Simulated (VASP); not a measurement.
Output of a VASP run:

**OUTCAR**
```
 ion  position               nearest neighbor table
   1  0.999  0.999  0.001-   6 2.78   7 2.78   5 2.79   5 2.79
   2  0.986  0.506  0.009-   8 2.68   6 2.81   6 2.81   5 2.82
   3  0.506  0.986  0.009-   8 2.68   7 2.81   7 2.81   5 2.82
   4  0.509  0.509  0.983-   8 2.71   8 2.71   6 2.84   7 2.84
   5  0.126  0.126  0.248-   1 2.79   1 2.79   2 2.82   3 2.82
   6  0.126  0.624  0.250-   1 2.78   2 2.81   2 2.81   4 2.84
   7  0.624  0.126  0.250-   1 2.78   3 2.81   3 2.81   4 2.84
   8  0.625  0.625  0.251-   2 2.68   3 2.68   4 2.71   4 2.71
  LATTYP: Found a base centered orthorhombic cell.
 ALAT       =     9.0753382731
 B/A-ratio  =     1.4141944590
 C/A-ratio  =     0.4994689897
 Subroutine PRICEL returns:
 Original cell was already a primitive cell.
 Subroutine GETGRP returns: Found  4 space group operations
The static configuration has the point symmetry C_2v.
The dynamic configuration has the point symmetry C_2v.
 Subroutine INISYM returns: Found  4 space group operations
 Subroutine IBZKPT returns following result:
 Found     69 irreducible k-points:

 Following reciprocal coordinates:
            Coordinates               Weight
  0.000000  0.000000  0.000000      1.000000
  0.200000  0.000000  0.000000      4.000000
  0.400000  0.000000  0.000000      4.000000
  0.200000  0.200000  0.000000      2.000000
  0.400000  0.200000  0.000000      4.000000
 -0.400000  0.200000  0.000000      4.000000
 -0.200000  0.200000  0.000000      2.000000
  0.400000  0.400000  0.000000      2.000000
 -0.400000  0.400000  0.000000      2.000000
 -0.000000 -0.000000  0.111111      2.000000
  0.200000  0.000000  0.111111      4.000000
  0.400000  0.000000  0.111111      4.000000
 -0.400000 -0.000000  0.111111      4.000000
 -0.200000  0.000000  0.111111      4.000000
  0.200000  0.200000  0.111111      2.000000
  0.400000  0.200000  0.111111      4.000000
 -0.400000  0.200000  0.111111      4.000000
 -0.200000  0.200000  0.111111      4.000000
  0.400000  0.400000  0.111111      2.000000
 -0.400000  0.400000  0.111111      4.000000
 -0.200000  0.400000  0.111111      4.000000
 -0.400000 -0.400000  0.111111      2.000000
 -0.200000 -0.400000  0.111111      4.000000
 -0.200000 -0.200000  0.111111      2.000000
 -0.000000 -0.000000  0.222222      2.000000
  0.200000 -0.000000  0.222222      4.000000
  0.400000 -0.000000  0.222222      4.000000
 -0.400000 -0.000000  0.222222      4.000000
 -0.200000 -0.000000  0.222222      4.000000
  0.200000  0.200000  0.222222      2.000000
  0.400000  0.200000  0.222222      4.000000
 -0.400000  0.200000  0.222222      4.000000
 -0.200000  0.200000  0.222222      4.000000
  0.400000  0.400000  0.222222      2.000000
 -0.400000  0.400000  0.222222      4.000000
 -0.200000  0.400000  0.222222      4.000000
 -0.400000 -0.400000  0.222222      2.000000
 -0.200000 -0.400000  0.222222      4.000000
 -0.200000 -0.200000  0.222222      2.000000
  0.000000  0.000000  0.333333      2.000000
   k-points           NKPTS =     69   k-points in BZ     NKDIM =     69   number of bands    NBANDS=     43
   number of dos      NEDOS =    601   number of ions     NIONS =      8
   total plane-waves  NPLWV = 108000
   dimension x,y,z NGX =    60 NGY =   60 NGZ =   30
   dimension x,y,z NGXF=   120 NGYF=  120 NGZF=   60
   ions per type =               4   3   1
   PREC   = accura    normal or accurate (medium, high low for compatibility)
   ISTART =      0    job   : 0-new  1-cont  2-samecut
   ICHARG =      2    charge: 1-file 2-atom 10-const
   ISPIN  =      1    spin polarized calculation?
   LNONCOLLINEAR =      F non collinear calculations
   LSORBIT =      F    spin-orbit coupling
   INIWAV =      1    electr: 0-lowe 1-rand  2-diag
   ENCUT  =  400.0 eV  29.40 Ry    5.42 a.u.  14.80 14.80  7.39*2*pi/ulx,y,z
   NELM   =    100;   NELMIN=  2; NELMDL= -5     # of ELM steps
   EDIFF  = 0.1E-06   stopping-criterion for ELM
...
```

OSZICAR:
```
       N       E                     dE             d eps       ncg     rms          rms(c)
DAV:   1     0.607794011098E+03    0.60779E+03   -0.26756E+04  5934   0.144E+03
DAV:   2     0.389529934283E+02   -0.56884E+03   -0.56007E+03  6163   0.395E+02
DAV:   3    -0.286743383082E+02   -0.67627E+02   -0.66688E+02  6960   0.164E+02
DAV:   4    -0.320050240203E+02   -0.33307E+01   -0.33157E+01  7158   0.390E+01
DAV:   5    -0.321636066320E+02   -0.15858E+00   -0.15855E+00  9168   0.758E+00    0.825E+00
DAV:   6    -0.315401974021E+02    0.62341E+00   -0.12704E+00  7864   0.122E+01    0.461E+00
DAV:   7    -0.314569544781E+02    0.83243E-01   -0.62895E-01  8245   0.490E+00    0.119E+00
DAV:   8    -0.314492412128E+02    0.77133E-02   -0.82449E-02  7925   0.278E+00    0.597E-01
DAV:   9    -0.314502958932E+02   -0.10547E-02   -0.98607E-03  7645   0.820E-01    0.321E-01
DAV:  10    -0.314508051692E+02   -0.50928E-03   -0.15837E-03  8168   0.249E-01    0.155E-01
DAV:  11    -0.314509299342E+02   -0.12477E-03   -0.40475E-04  6908   0.156E-01    0.288E-02
DAV:  12    -0.314509216129E+02    0.83214E-05   -0.67528E-05  8155   0.771E-02    0.336E-02
DAV:  13    -0.314509278895E+02   -0.62767E-05   -0.21181E-05  7135   0.196E-02    0.110E-02
DAV:  14    -0.314509297778E+02   -0.18883E-05   -0.42412E-06  8161   0.198E-02    0.503E-03
DAV:  15    -0.314509297271E+02    0.50702E-07   -0.17016E-06  7579   0.998E-03    0.189E-03
DAV:  16    -0.314509295725E+02    0.15457E-06   -0.22112E-07  5149   0.368E-03    0.627E-04
DAV:  17    -0.314509295714E+02    0.11250E-08   -0.51505E-08  3540   0.106E-03
   1 F= -.31450930E+02 E0= -.31450930E+02  d E =0.000000E+00
```

### OUTCAR
```
------------------------ aborting loop because EDIFF is reached ----------------------------------------
  FORCE on cell =-STRESS in cart. coord.  units (eV):
  Direction    XX          YY          ZZ          XY          YZ          ZX
  --------------------------------------------------------------------------------------
  Total       -0.0244632     -0.0244632     -0.0245671      0.0188505     -0.0000000     -0.0000000
  in kB       -0.1484733     -0.1484733     -0.1491035      0.1144080     -0.0000000     -0.0000000
  external PRESSURE =      -0.1486834 kB  Pullay stress =       0.0000000 kB
  volume of cell :      263.98
      direct lattice vectors                 reciprocal lattice vectors
    -0.003407617  6.413825618  6.417146550    -0.077915198  0.077915198  0.077916251
     6.413825618 -0.003407617  6.417146550     0.077915198 -0.077915198  0.077916251
     3.205209000  3.205209000  0.000000000     0.155996068  0.155996068 -0.155832502
 POSITION                                       TOTAL-FORCE (eV/Angst)
 -----------------------------------------------------------------------------------
      6.41042      6.41042     12.82592         0.000000      0.000000      0.001965
      3.26625      6.34937      9.57093        -0.001912      0.001912     -0.000724
      6.34937      3.26625      9.57093         0.001912     -0.001912     -0.000724
      6.41042      6.41042      6.52941        -0.000000     -0.000000     -0.005565
      1.60260      1.60260      1.61473         0.000000      0.000000      0.000342
      4.80174      1.60868      4.81214         0.006711     -0.006711      0.002244
      1.60868      4.80174      4.81214        -0.006711      0.006711      0.002244
      4.80781      4.80781      8.01813         0.000000      0.000000      0.000217
 -----------------------------------------------------------------------------------
    total drift:                                0.000002      0.000002      0.000028
  FREE ENERGIE OF THE ION-ELECTRON SYSTEM (eV)
  ---------------------------------------------------
  free  energy   TOTEN  =       -31.4509295714 eV

  energy  without entropy=      -31.4509295714  energy(sigma->0) =      -31.45092957

 total charge

# of ion       s       p       d       tot
------------------------------------------
    1        0.870   0.745   9.867  11.482
    2        0.866   0.702   9.869  11.437
    3        0.866   0.702   9.869  11.437
    4        0.864   0.657   9.870  11.391
    5        1.137   1.337   0.020   2.494
    6        1.139   1.331   0.020   2.490
    7        1.139   1.331   0.020   2.490
    8        1.234   1.494   0.019   2.747
--------------------------------------------------
tot          8.117   8.300  39.552  55.970

 Electric field gradients after diagonalization (V/A^2)
 (convention: |V_zz| > |V_xx| > |V_yy|)
----------------------------------------------------------------------
 ion       V_xx      V_yy      V_zz     asymmetry (V_yy - V_xx)/ V_zz
----------------------------------------------------------------------
   1      -2.671    -0.320     2.991       0.786
   2      -3.805    -0.269     4.073       0.868
   3      -3.805    -0.269     4.073       0.868
   4       6.369     2.302    -8.672       0.469
   5     -16.301   -12.132    28.432       0.147
   6     -30.374    -7.221    37.595       0.616
   7     -30.374    -7.221    37.595       0.616
   8     -12.116    -7.655    19.771       0.226
```
(Selected blocks of OUTCAR.)

**POSCAR**
```
In4AsSb3
1
   -0.0034076168     6.4138256177     6.4171465496
    6.4138256177    -0.0034076168     6.4171465496
    3.2052090004     3.2052090004    -0.0000000000
In Sb As
4 3 1
Direct
  0.9993474200   0.9993474200   0.0013051599
  0.9859526574   0.5055087071   0.0085386354
  0.5055087071   0.9859526574   0.0085386354
  0.5087470568   0.5087470568   0.9825058865
  0.1258140788   0.1258140788   0.2483718425
  0.1261552550   0.6237321843   0.2501125607
  0.6237321843   0.1261552550   0.2501125607
  0.6247426407   0.6247426407   0.2505147187
```

Write an INCAR and KPOINTS that could have produced this output.

Several could match; the one computed here: the input of the run itself, PBEsol GGA, plane waves, VASP's PBE PAW potentials (set 64).

INCAR:
```
# general
SYSTEM =In4AsSb3
PREC   =Accurate
ENCUT  =400
LREAL  =F
LASPH  =T

# electronic loop
EDIFF  =1E-7
NELM   =100
ALGO   =Normal
LMAXMIX=4

# smearing
ISMEAR =-5

# functional
GGA    =PS

# ions
ISIF   =2

# output
LWAVE  =F
LCHARG =T
LORBIT =11
NEDOS  =601

# other
LEFG   =T
```

**KPOINTS**
```
Automatic mesh
0
Gamma
5 5 9
0 0 0
```

POTCAR, in this order: In_d Sb As (PBE.64 set). Program: vasp_std.

The structure was generated: In4AsSb3 was put into an ordered model structure (Amm2), which need not be its known phase. It was relaxed first.
